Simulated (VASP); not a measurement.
VASP input:

### POSCAR
```
MnS
1
    5.0227847704     2.5050607806     2.5050607806
    2.5050607806     5.0227847704     2.5050607806
    2.5050607806     2.5050607806     5.0227847704
Mn S
2 2
Direct
  0.0000000000   0.0000000000   0.0000000000
  0.5000000000   0.5000000000   0.5000000000
  0.2500000000   0.2500000000   0.2500000000
  0.7500000000   0.7500000000   0.7500000000
```

### INCAR
```
ALGO = Normal
EDIFF = 1E-6
EDIFFG = -0.02
ENCUT = 400
GGA = PS
IBRION = 2
ISIF = 3
ISMEAR = 0
ISPIN = 2
LASPH = T
LCHARG = F
LMAXMIX = 4
LORBIT = 10
LREAL = F
LWAVE = F
MAGMOM = 5.0 -5.0 0.0 0.0
NELM = 100
NSW = 60
PREC = Accurate
SIGMA = 0.05
SYSTEM = MnS
```

### KPOINTS
```
Automatic mesh
0
Gamma
7 7 7
0 0 0
```

POTCAR, in this order: Mn_pv S (PBE.64 set). Program: vasp_std.

Task: Write an equivalent input for Quantum ESPRESSO's pw.x.

Result: One equivalent input (not run):
```
&CONTROL
  calculation = 'vc-relax'
  pseudo_dir = './pseudo'
  outdir = './out'
  tprnfor = .true.
  tstress = .true.
  nstep = 60
  forc_conv_thr = 0.00078
/
&SYSTEM
  ibrav = 0
  nat = 4
  ntyp = 3
  ecutwfc = 96
  occupations = 'smearing'
  smearing = 'gaussian'
  degauss = 0.003675
  input_dft = 'pbesol'
  nspin = 2
  starting_magnetization(1) = 0.5
  starting_magnetization(2) = -0.5
/
&ELECTRONS
  conv_thr = 7.3e-08
  electron_maxstep = 100
/
&IONS
/
&CELL
/
ATOMIC_SPECIES
  Mn1 54.938 Mn.upf
  Mn2 54.938 Mn.upf
  S 32.060 S.upf
CELL_PARAMETERS angstrom
     5.0227848    2.5050608    2.5050608
     2.5050608    5.0227848    2.5050608
     2.5050608    2.5050608    5.0227848
ATOMIC_POSITIONS crystal
  Mn1  0.0000000  0.0000000  0.0000000
  Mn2  0.5000000  0.5000000  0.5000000
  S    0.2500000  0.2500000  0.2500000
  S    0.7500000  0.7500000  0.7500000
K_POINTS automatic
  7 7 7 0 0 0
```
Limits of the translation: the potentials are each code's own (VASP's PAW set, PseudoDojo norm-conserving files in pw.x), so ENCUT and ecutwfc are chosen apart and not converted; conv_thr bounds pw.x's estimated SCF error, while EDIFF bounds the energy change between steps; starting_magnetization is a fraction of the valence charge and MAGMOM a moment in μB, so they match only roughly; forc_conv_thr acts on force components and is met together with etot_conv_thr.

The compound is MnS in the rock salt, AFM-II order structure. This run relaxes it. Symmetry was kept, so distortions that lower it aren't found. The start is the result of an earlier pass.
